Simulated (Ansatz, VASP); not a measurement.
# TiMo35 (Mo wire along [100], 4 atoms a period) in two plane-wave programs

Aim: how closely do two programs agree when they are given the same cell, functional and k mesh? Of the first pair: The structure shown is the start of the Ansatz relaxation below; VASP solves that cell, so the two are compared at the walk's first step.

Program: Ansatz 0.2.0. Level of theory: plane waves, with VASP 6.6.1 beside it; single point at PBE. Results are calculated unless marked as measured.

**1. The structure**

The cell holds 36 atoms: 35 Mo and 1 Ti. Cell: a = 9.960 Å, b = 9.960 Å, c = 27.534 Å, α = 90.0°, β = 90.0°, γ = 90.0°. Vacuum lies along a and b. The structure's axis is c.

**2. Ansatz: relaxation, PBE**

Ansatz runs on its default PAW (the set named soft_2) files.

The two programs are compared at the cell with which this relaxation starts, whose forces are those of its first step.

File input.yaml:

```yaml
crystal:
  lattice:
    - [9.96, 0.0, 0.0]
    - [0.0, 9.96, 0.0]
    - [0.0, 0.0, 27.5339134027]
  atoms:
    - { symbol: Mo, position: [0.358203969, 0.5, 0.0] }
    - { symbol: Mo, position: [0.641796031, 0.5, 0.0] }
    - { symbol: Mo, position: [0.5, 0.358203969, 0.055555556] }
    - { symbol: Mo, position: [0.5, 0.641796031, 0.055555556] }
    - { symbol: Mo, position: [0.358203969, 0.5, 0.111111111] }
    - { symbol: Mo, position: [0.641796031, 0.5, 0.111111111] }
    - { symbol: Mo, position: [0.5, 0.358203969, 0.166666667] }
    - { symbol: Mo, position: [0.5, 0.641796031, 0.166666667] }
    - { symbol: Mo, position: [0.358203969, 0.5, 0.222222222] }
    - { symbol: Mo, position: [0.641796031, 0.5, 0.222222222] }
    - { symbol: Mo, position: [0.5, 0.358203969, 0.277777778] }
    - { symbol: Mo, position: [0.5, 0.641796031, 0.277777778] }
    - { symbol: Mo, position: [0.358203969, 0.5, 0.333333333] }
    - { symbol: Mo, position: [0.641796031, 0.5, 0.333333333] }
    - { symbol: Mo, position: [0.5, 0.358203969, 0.388888889] }
    - { symbol: Mo, position: [0.5, 0.641796031, 0.388888889] }
    - { symbol: Mo, position: [0.358203969, 0.5, 0.444444444] }
    - { symbol: Mo, position: [0.641796031, 0.5, 0.444444444] }
    - { symbol: Ti, position: [0.5, 0.358203969, 0.5], spin: 2.0 }
    - { symbol: Mo, position: [0.5, 0.641796031, 0.5] }
    - { symbol: Mo, position: [0.358203969, 0.5, 0.555555556] }
    - { symbol: Mo, position: [0.641796031, 0.5, 0.555555556] }
    - { symbol: Mo, position: [0.5, 0.358203969, 0.611111111] }
    - { symbol: Mo, position: [0.5, 0.641796031, 0.611111111] }
    - { symbol: Mo, position: [0.358203969, 0.5, 0.666666667] }
    - { symbol: Mo, position: [0.641796031, 0.5, 0.666666667] }
    - { symbol: Mo, position: [0.5, 0.358203969, 0.722222222] }
    - { symbol: Mo, position: [0.5, 0.641796031, 0.722222222] }
    - { symbol: Mo, position: [0.358203969, 0.5, 0.777777778] }
    - { symbol: Mo, position: [0.641796031, 0.5, 0.777777778] }
    - { symbol: Mo, position: [0.5, 0.358203969, 0.833333333] }
    - { symbol: Mo, position: [0.5, 0.641796031, 0.833333333] }
    - { symbol: Mo, position: [0.358203969, 0.5, 0.888888889] }
    - { symbol: Mo, position: [0.641796031, 0.5, 0.888888889] }
    - { symbol: Mo, position: [0.5, 0.358203969, 0.944444444] }
    - { symbol: Mo, position: [0.5, 0.641796031, 0.944444444] }
magnetization:
  spin_polarized: true
kpoints:
  mp_grid: { grid: [1, 1, 1] }
scf:
  occupations: { method: fermi_dirac, width: 0.1 }
hamiltonian:
  xc: pbe
relax:
  constraints:
    - { sites: [0, 1, 2, 3, 4, 5, 6, 7, 8, 9, 10, 11, 24, 25, 26, 27, 28, 29, 30, 31, 32, 33, 34, 35] }
  f_tol: 0.06
  max_steps: 35
basis:
  ecutwfc: "350 eV"
```

Launch:

```
> ansatz run input.yaml --threads 4 --pin off --max-ram 16384MiB --backend cpu --events-out ev --progress --plain --runs-dir out
```

Numbers of over 12 decimals in the logs are rounded to 6 here.

Output:

```text
Warning: basis.ecutwfc = 350 eV is below the records' recommended 420 eV, and the density's cutoff is lower with it unless basis.ecutrho_ratio is high enough to keep the records' density cutoff: compare with a run at a higher cutoff
Warning: crystal.symmetry: narrowed to the stabiliser of the relax constraints — unitary ops 4 → 2; lowered at sites 12, 13, 24, 25 (the operations that carried what is held of a site onto what its image site leaves free; the constrained walk keeps no symmetry that its constraints do not admit)
Engine: ansatz 0.2.0, aarch64-unknown-linux-gnu
Pseudopotentials: kind: paw
Pseudopotential: Mo, paw, valence charge 14, recommended cutoff 420 eV (normal), Mo.paw.azcp
Pseudopotential: Ti, paw, valence charge 12, recommended cutoff 420 eV (normal), Ti.paw.azcp
Functional definition: PBE
  parameter kappa = 0.804
  parameter beta = 0.066725
  exchange = pbe_x(kappa = kappa, mu = beta*pi^2/3)
  correlation = pbe_c(beta = beta)
Crystal: 36 atoms, lattice volume = 2731.408 Å³
Basis set: ecut = 350 eV, 40561 PW (Γ), exchange–correlation on 128×128×360 points (8 copies of the dense FFT grid, shifted against one another)
Bands: 303, of which v1, the nominal top of the filled ones, is band 251 counted from 1 (250 counted from 0)
Symmetry: 2 space group operations
k-points: 1
Non-local potential: Mo, projectors of the file, l = 0: 3, l = 1: 2, l = 2: 2, l = 3: 1
Non-local potential: Ti, projectors of the file, l = 0: 3, l = 1: 2, l = 2: 3, l = 3: 1
PAW form: soft (Blöchl's): semilocal exchange-correlation on the pseudo side does not see the compensation charge
PAW one-centre angular grid: Mo, 590 points (default); XC on 64 Gauss nodes
PAW one-centre angular grid: Ti, 590 points (default); XC on 64 Gauss nodes
Initial density: superposition of atomic densities (neutral atoms: chi_scale 0, normalization atom)
Starting moments: Σ|m| = 2 μB on 1 of 36 sites
Initial wavefunctions: pseudopotential atomic-orbital guess
Functional: x = pbe(κ = 0.804, μ = 0.219515), c = pbe(β = 0.066725)
SCF iter   1: F=—  HF=-175929.854436 eV  |F-HF|=—  |Δ(HF+E_count)|=         —  Δρ=2.45e-2 (↑2.37e-2 ↓2.45e-2)  dr2=1.97e2  dr2_m=5.16e-1  M=0.528 μB ∫|m|=1.835 μB  β_m=0.30  ethr=3.10e-3  ⟨swp⟩=8.0  Hψ=2599  notcnv=0
Mixer restart at iter 1: flushing history
preconditioner: auto → LDOS  [metal: Δε(μ)=0.020 eV  Ē_g=4.146 eV  σ=0.100 eV  W_gap=0.05  n_scr=422 (ndim 8)  ℏωp=10.4 eV  f_vac=0.593  D(μ)=32.70/eV (n_scr^D=152)]
spin=Collinear: LDOS preconditioning applied to the charge; magnetization (m = ρ↑ − ρ↓) channel mixes plain (no charge-response kernel on spin).
SCF iter   2: F=—  HF=-175890.645391 eV  |F-HF|=—  |Δ(HF+E_count)|=    3.92e1  Δρ=1.41e-2 (↑1.32e-2 ↓1.41e-2)  dr2=4.06e1  dr2_m=4.06e-1  M=0.478 μB ∫|m|=1.607 μB  β_m=0.41  ethr=3.10e-3  ⟨swp⟩=3.0  Hψ=1462  notcnv=0
SCF iter   3: F=—  HF=-175883.146468 eV  |F-HF|=—  |Δ(HF+E_count)|=    7.50e0  Δρ=5.94e-3 (↑5.94e-3 ↓5.53e-3)  dr2=2.54e0  dr2_m=1.72e-1  M=0.399 μB ∫|m|=1.519 μB  β_m=0.53  ethr=3.10e-3  ⟨swp⟩=5.5  Hψ=1369  notcnv=0
SCF iter   4: F=—  HF=-175883.577302 eV  |F-HF|=—  |Δ(HF+E_count)|=   4.31e-1  Δρ=2.39e-3 (↑2.26e-3 ↓2.39e-3)  dr2=4.11e-1  dr2_m=4.27e-2  M=0.266 μB ∫|m|=1.250 μB  β_m=0.65  ethr=5.05e-4  ⟨swp⟩=5.5  Hψ=1234  notcnv=0
SCF iter   5: F=—  HF=-175883.776141 eV  |F-HF|=—  |Δ(HF+E_count)|=   1.99e-1  Δρ=1.22e-3 (↑1.22e-3 ↓8.33e-4)  dr2=7.73e-2  dr2_m=1.30e-2  M=0.166 μB ∫|m|=1.050 μB  β_m=0.76  ethr=8.19e-5  ⟨swp⟩=2.0  Hψ=950  notcnv=0
SCF iter   6: F=—  HF=-175883.840098 eV  |F-HF|=—  |Δ(HF+E_count)|=         —  Δρ=7.60e-4 (↑4.43e-4 ↓7.60e-4)  dr2=4.11e-2  dr2_m=4.93e-3  M=0.050 μB ∫|m|=0.788 μB  β_m=0.76  ethr=1.54e-5  ⟨swp⟩=3.0  Hψ=1118  notcnv=0
SCF iter   7: F=—  HF=-175883.846365 eV  |F-HF|=—  |Δ(HF+E_count)|=   6.27e-3  Δρ=2.99e-4 (↑2.99e-4 ↓2.54e-4)  dr2=3.37e-3  dr2_m=1.40e-3  M=0.031 μB ∫|m|=0.646 μB  β_m=0.82  ethr=8.18e-6  ⟨swp⟩=2.0  Hψ=863  notcnv=0
SCF iter   8: F=—  HF=-175883.848019 eV  |F-HF|=—  |Δ(HF+E_count)|=   1.65e-3  Δρ=2.24e-4 (↑1.36e-4 ↓2.24e-4)  dr2=2.40e-3  dr2_m=5.91e-4  M=0.026 μB ∫|m|=0.551 μB  β_m=0.91  ethr=6.71e-7  ⟨swp⟩=3.0  Hψ=1249  notcnv=0
SCF iter   9: F=—  HF=-175883.848941 eV  |F-HF|=—  |Δ(HF+E_count)|=   9.22e-4  Δρ=1.13e-4 (↑9.33e-5 ↓1.13e-4)  dr2=5.61e-4  dr2_m=1.96e-4  M=0.024 μB ∫|m|=0.426 μB  β_m=0.90  ethr=4.78e-7  ⟨swp⟩=2.5  Hψ=898  notcnv=0
SCF iter  10: F=—  HF=-175883.849190 eV  |F-HF|=—  |Δ(HF+E_count)|=   2.49e-4  Δρ=6.68e-5 (↑6.68e-5 ↓5.02e-5)  dr2=1.39e-4  dr2_m=7.04e-5  M=0.023 μB ∫|m|=0.341 μB  β_m=0.95  ethr=1.12e-7  ⟨swp⟩=3.0  Hψ=1208  notcnv=0
SCF iter  11: F=—  HF=-175883.849400 eV  |F-HF|=—  |Δ(HF+E_count)|=   2.11e-4  Δρ=4.28e-5 (↑2.64e-5 ↓4.28e-5)  dr2=6.80e-5  dr2_m=2.42e-5  M=0.022 μB ∫|m|=0.245 μB  β_m=0.98  ethr=2.78e-8  ⟨swp⟩=3.5  Hψ=1396  notcnv=0
[...]
SCF iter   3: F=—  HF=-175883.901575 eV  |F-HF|=—  |Δ(HF+E_count)|=   2.92e-7  Δρ=1.34e-6 (↑1.23e-6 ↓1.34e-6)  dr2=5.14e-7  dr2_m=1.88e-9  M=0.000 μB ∫|m|=0.001 μB  β_m=0.72  ethr=2.70e-10  ⟨swp⟩=2.0  Hψ=900  notcnv=0
iter 4 did not close the SCF: its close was put off for a magnetic moment that had not settled (scf_convergence_deferred on its scf_iter line)
[...]
SCF 7 converged in 5 iterations: F = -175883.901575 eV  dr2 = 4.42e-9
relax step   7: F+E_penalty+E_count = -175883.90157505 eV  Δ(F+E_penalty+E_count) = -1.903e-6 eV  max|allowed force component| = 5.493e-2 eV/Å  Δτ_max = 0.0000 Å  (5 SCF iters, accepted)
SCF converged after 5 iterations
Magnetization: 0.0001 μB (251.0001 up, 250.9999 down)
Absolute magnetization: 0.0006 μB (∫|ρ↑−ρ↓|, with the PAW one-centre terms)
Spin contamination: 0.0000 ħ² per cell (⟨S²⟩ above its minimum at these occupations)
Per-site moments (μB) at R_I (Å): [(3.968248255293415e-7, 1.037746), (3.968248255253726e-7, 1.037746), (1.660076496321027e-6, 1.037746), (-3.1398002294378414e-6, 1.037746), (8.138894923989078e-8, 1.037746), (8.138894923245488e-8, 1.037746), (3.8400300112058495e-6, 1.037746), (-5.967635514422033e-6, 1.037746), (5.052822431981967e-7, 1.037746), (5.052822431946524e-7, 1.037746), (6.7486997614699175e-6, 1.037337), (-1.66 [...]
Free energy (F): -175883.901575 eV
Harris-Foulkes:  -175883.901575 eV  (|F-HF|=2.27e-9)
Internal energy: -175882.252460 eV  (E = F + TS)
E sigma→0 (E₀):  -175883.077018 eV
Entropy (-TS):   -1.649115 eV (-45.809 meV/atom)
Fermi energy:    1.771527 eV
--- Per-component energies (eV) ---
  E_band       = -11606.968760
  E_kinetic    = 15712.201116
  E_local      = -168878.924305  (includes V_loc(G=0)·N_el)
  E_nonlocal   = 5118.508524
  E_hartree    = 74875.596335
  E_xc         = -6454.829483
  E_vxc        = -8047.363097  (∫ρ·V_xc dr)
  E_paw        = -113128.335158  (= ΣΔE_a)
  E_vpaw       = -5262.586049  (= ΣTr[D̂ρ^β])
  E_aug_tail   = 0.003734  (compensation charges beyond the density's cutoff)
  E_ewald      = 16873.526778
  E_smearing   = -1.649115  (= −TS)
  E_closure    = 0.000000  (closes the sum)
  Σ components = -175883.901575   (vs F -175883.901575, Δ=0.00e0)
--- Forces (eV/Å), atoms counted from 1 ---
  atom   1  Mo    -0.08855353     0.01022676    -0.00233521
  atom   2  Mo     0.08855353     0.01022676    -0.00233521
  atom   3  Mo     0.00000000    -0.08711449     0.01817258
  atom   4  Mo     0.00000000     0.09053209    -0.00333250
  atom   5  Mo    -0.10497508     0.00773814    -0.02997415
  atom   6  Mo     0.10497508     0.00773814    -0.02997415
  atom   7  Mo     0.00000000    -0.07690027     0.05030780
  atom   8  Mo     0.00000000     0.04475518     0.05394031
  atom   9  Mo    -0.12671269     0.00076598    -0.07185970
  atom  10  Mo     0.12671269     0.00076598    -0.07185970
  atom  11  Mo     0.00000000    -0.05621901     0.14407075
  atom  12  Mo     0.00000000     0.05837319     0.11816057
  atom  13  Mo    -0.00865148    -0.01084194     0.01017495
  atom  14  Mo     0.00865148    -0.01084194     0.01017495
  atom  15  Mo     0.00000000    -0.00714229    -0.05493250
  atom  16  Mo     0.00000000     0.05414195     0.04973557
  atom  17  Mo     0.02280949    -0.01873639    -0.00023419
  atom  18  Mo    -0.02280949    -0.01873639    -0.00023419
  atom  19  Ti     0.00000000     0.02814217     0.00613527
  atom  20  Mo     0.00000000    -0.00996962    -0.01468792
  atom  21  Mo    -0.00216484    -0.01324961    -0.00824949
  atom  22  Mo     0.00216484    -0.01324961    -0.00824949
  atom  23  Mo     0.00000000     0.00162957     0.04873199
  atom  24  Mo     0.00000000     0.02416423    -0.00710554
[...]
atom  29  Mo    -0.11510196     0.02241840     0.02580589
  atom  30  Mo     0.11510196     0.02241840     0.02580589
  atom  31  Mo     0.00000000    -0.07298141    -0.04022911
  atom  32  Mo     0.00000000     0.05428207    -0.05152127
  atom  33  Mo    -0.10252871     0.00447961     0.02198069
  atom  34  Mo     0.10252871     0.00447961     0.02198069
  atom  35  Mo     0.00000000    -0.08626257    -0.01262278
  atom  36  Mo     0.00000000     0.08975972     0.00788768
  max |Σ_I F_I| component: 7.46e-5 eV/Å
--- Relaxed structure (7 steps of the walk, 6 accepted, 0 SCFs on fresh bases) ---
  F+E_penalty+E_count = -175883.90157505 eV   max|allowed force component| = 5.493e-2 eV/Å
  atoms:
    - { symbol: Mo, position: [0.358203969, 0.500000, 0.0] }
    - { symbol: Mo, position: [0.641796031, 0.500000, 0.0] }
    - { symbol: Mo, position: [0.500000, 0.358203969, 0.055556] }
    - { symbol: Mo, position: [0.500000, 0.641796031, 0.055556] }
    - { symbol: Mo, position: [0.358203969, 0.500000, 0.111111] }
    - { symbol: Mo, position: [0.641796031, 0.500000, 0.111111] }
    - { symbol: Mo, position: [0.500000, 0.358203969, 0.166666667] }
    - { symbol: Mo, position: [0.500000, 0.641796031, 0.166666667] }
    - { symbol: Mo, position: [0.358203969, 0.500000, 0.222222] }
    - { symbol: Mo, position: [0.641796031, 0.500000, 0.222222] }
    - { symbol: Mo, position: [0.500000, 0.358203969, 0.277777778] }
    - { symbol: Mo, position: [0.500000, 0.641796031, 0.277777778] }
    - { symbol: Mo, position: [0.358310, 0.500886, 0.333012] }
    - { symbol: Mo, position: [0.641690, 0.500886, 0.333012] }
    - { symbol: Mo, position: [0.500000, 0.356078, 0.388666] }
    - { symbol: Mo, position: [0.500000, 0.638205, 0.390903] }
    - { symbol: Mo, position: [0.356900, 0.496258, 0.444291] }
    - { symbol: Mo, position: [0.643100, 0.496258, 0.444291] }
    - { symbol: Ti, position: [0.500000, 0.348773, 0.499940] }
    - { symbol: Mo, position: [0.500000, 0.637367, 0.500021] }
    - { symbol: Mo, position: [0.357054, 0.495973, 0.555465] }
    - { symbol: Mo, position: [0.642946, 0.495973, 0.555465] }
    - { symbol: Mo, position: [0.500000, 0.355494, 0.611567] }
    - { symbol: Mo, position: [0.500000, 0.637852, 0.608784] }
    - { symbol: Mo, position: [0.358203969, 0.500000, 0.666667] }
[...]
- { symbol: Mo, position: [0.358203969, 0.500000, 0.777777778] }
    - { symbol: Mo, position: [0.641796031, 0.500000, 0.777777778] }
    - { symbol: Mo, position: [0.500000, 0.358203969, 0.833333333] }
    - { symbol: Mo, position: [0.500000, 0.641796031, 0.833333333] }
    - { symbol: Mo, position: [0.358203969, 0.500000, 0.888888889] }
    - { symbol: Mo, position: [0.641796031, 0.500000, 0.888888889] }
    - { symbol: Mo, position: [0.500000, 0.358203969, 0.944444] }
    - { symbol: Mo, position: [0.500000, 0.641796031, 0.944444] }
```

**3. VASP: single point, PBE, start cell, pair 1**

The same cell, functional, mesh and smearing now go to VASP, with its own data sets.

Lines of VASP's logs that name or quote its potential files are left out, and so is its time.

File INCAR:

```
SYSTEM = TiMo35
PREC = Accurate
ENCUT = 400
EDIFF = 1E-06
NELM = 200
ISMEAR = -1
SIGMA = 0.1
LREAL = Auto
ALGO = Normal
GGA = PE
NBANDS = 292
ISPIN = 2
MAGMOM = 0 0 0 -0 0 0 0 -0 0 0 0 -0 0 0 0 -0 -0 -0 0 -0 -0 0 -0 0 0 0 -0 0 0 0 -0 -0 -0 0 -0 0
LASPH = .TRUE.
LMAXMIX = 4
LORBIT = 11
LWAVE = .FALSE.
LCHARG = .FALSE.
ISIF = 2
GGA_COMPAT = .FALSE.
```

File POSCAR:

```
TiMo35
1.0
    9.9600000000      0.0000000000      0.0000000000
    0.0000000000      9.9600000000      0.0000000000
    0.0000000000      0.0000000000     27.5339134027
Mo Ti
35 1
Direct
    0.3582040161      0.5000000000      0.0000000108
    0.6417959839      0.5000000000      0.0000000108
    0.5000000000      0.3582040161      0.0555555608
    0.5000000000      0.6417959839      0.0555555608
    0.3582040161      0.5000000000      0.1111111216
    0.6417959839      0.5000000000      0.1111111216
    0.5000000000      0.3582040161      0.1666666824
    0.5000000000      0.6417959839      0.1666666824
    0.3582040161      0.5000000000      0.2222222250
    0.6417959839      0.5000000000      0.2222222250
    0.5000000000      0.3582040161      0.2777777858
    0.5000000000      0.6417959839      0.2777777858
    0.3582040161      0.5000000000      0.3333333466
    0.6417959839      0.5000000000      0.3333333466
    0.5000000000      0.3582040161      0.3888889074
    0.5000000000      0.6417959839      0.3888889074
    0.3582040161      0.5000000000      0.4444444501
    0.6417959839      0.5000000000      0.4444444501
    0.5000000000      0.6417959839      0.5000000108
    0.3582040161      0.5000000000      0.5555555716
    0.6417959839      0.5000000000      0.5555555716
    0.5000000000      0.3582040161      0.6111111142
    0.5000000000      0.6417959839      0.6111111142
    0.3582040161      0.5000000000      0.6666666750
    0.6417959839      0.5000000000      0.6666666750
    0.5000000000      0.3582040161      0.7222222358
    0.5000000000      0.6417959839      0.7222222358
    0.3582040161      0.5000000000      0.7777777966
    0.6417959839      0.5000000000      0.7777777966
    0.5000000000      0.3582040161      0.8333333393
    0.5000000000      0.6417959839      0.8333333393
    0.3582040161      0.5000000000      0.8888889001
    0.6417959839      0.5000000000      0.8888889001
    0.5000000000      0.3582040161      0.9444444609
    0.5000000000      0.6417959839      0.9444444609
    0.5000000000      0.3582040161      0.5000000108
```

File KPOINTS:

```
Automatic mesh
0
Gamma
1 1 1
0 0 0
```

PAW data sets: Mo_sv and Ti_sv (PBE family, release 64).

Launch:

```
> mpirun -np 4 vasp_gam
```

Output:

```text
[banner, memory and clock lines left out]
running    4 mpi-ranks, on    1 nodes
[...]
LDA part: xc-table for (Slater+PW92), standard interpolation
 POSCAR, INCAR and KPOINTS ok, starting setup
[...]
entering main loop
       N       E                     dE             d eps       ncg     rms          rms(c)
DAV:   1     0.604393767900E+04    0.60439E+04   -0.28884E+05  1664   0.126E+03
DAV:   2     0.109086509108E+03   -0.59349E+04   -0.57716E+04  1472   0.422E+02
DAV:   3    -0.325756515107E+03   -0.43484E+03   -0.41482E+03  1568   0.951E+01
DAV:   4    -0.360094879426E+03   -0.34338E+02   -0.32770E+02  1640   0.197E+01
[...]
DAV:  29    -0.314414585440E+03   -0.11820E-04   -0.10341E-05  1016   0.513E-03    0.429E-03
DAV:  30    -0.314414587457E+03   -0.20172E-05   -0.53933E-06   872   0.245E-03    0.314E-03
DAV:  31    -0.314414587000E+03    0.45632E-06   -0.41918E-06   816   0.218E-03
   1 F= -.31441459E+03 E0= -.31358773E+03  d E =-.165372E+01  mag=     0.0214
```

From OUTCAR (step 3):

```text
  Total        0.8715805      0.2501230     -5.8642876      0.0000000      0.0000000      0.0000000
  in kB        0.5112478      0.1467160     -3.4398478      0.0000000      0.0000000      0.0000000
  external PRESSURE =      -0.9272946 kB  Pullay stress =       0.0000000 kB

 POSITION                                       TOTAL-FORCE (eV/Angst)
 -----------------------------------------------------------------------------------
      3.56771      4.98000      0.00000        -0.164460      0.007820     -0.000000
      6.39229      4.98000      0.00000         0.164460      0.007820     -0.000000
      4.98000      3.56771      1.52966         0.000000     -0.166871      0.017270
      4.98000      6.39229      1.52966         0.000000      0.178851     -0.002739
      3.56771      4.98000      3.05932        -0.180368      0.000536     -0.023217
      6.39229      4.98000      3.05932         0.180368      0.000536     -0.023217
      4.98000      3.56771      4.58899         0.000000     -0.161263      0.042553
      4.98000      6.39229      4.58899        -0.000000      0.144616      0.042976
      3.56771      4.98000      6.11865        -0.190728      0.006727     -0.025688
      6.39229      4.98000      6.11865         0.190728      0.006727     -0.025688
      4.98000      3.56771      7.64831         0.000000     -0.173209      0.052280
      4.98000      6.39229      7.64831         0.000000      0.103535     -0.009244
      3.56771      4.98000      9.17797        -0.090221      0.076901     -0.043344
      6.39229      4.98000      9.17797         0.090221      0.076901     -0.043344
[...]
-----------------------------------------------------------------------------------
    total drift:                                0.000000      0.001078     -0.018444

  FREE ENERGIE OF THE ION-ELECTRON SYSTEM (eV)
  ---------------------------------------------------
  free  energy   TOTEN  =      -314.4145870004 eV

  energy  without entropy=     -312.7608650922  energy(sigma->0) =     -313.58772605

 magnetization (x)
# of ion       s       p       d       tot
------------------------------------------
    1        0.000   0.000   0.000   0.000
    2        0.000   0.000   0.000   0.000
    3        0.000   0.000   0.001   0.001
    4       -0.000  -0.000  -0.000  -0.000
    5        0.000   0.000   0.000   0.000
    6        0.000   0.000   0.000   0.000
    7        0.000   0.000   0.001   0.001
    8       -0.000  -0.000  -0.000  -0.000
    9        0.000   0.000   0.000   0.000
   10        0.000   0.000   0.000   0.000
   11        0.000   0.000   0.001   0.001
   12       -0.000  -0.000  -0.000  -0.000
   13        0.000   0.000   0.000   0.000
[...]
--------------------------------------------------
tot          0.000   0.001   0.004   0.005

[... 3 further parts left out ...]
[key lines of the parts left out:]
E-fermi :   0.0355
```

(Part 1 of 2 ends here.)

[Lines on the potential files, build, host, timing and source positions are cut from VASP's logs without a mark.]

[Logs are printed without paths, hosts, clocks, repeated set-up lines and the standing remarks that a program may print on its own settings, such as how far it seeks lower states.]

[Hosts, paths, dates, database ids (printed as entryN), source tags and the programs' standing remarks are cut or masked in the printed files.]
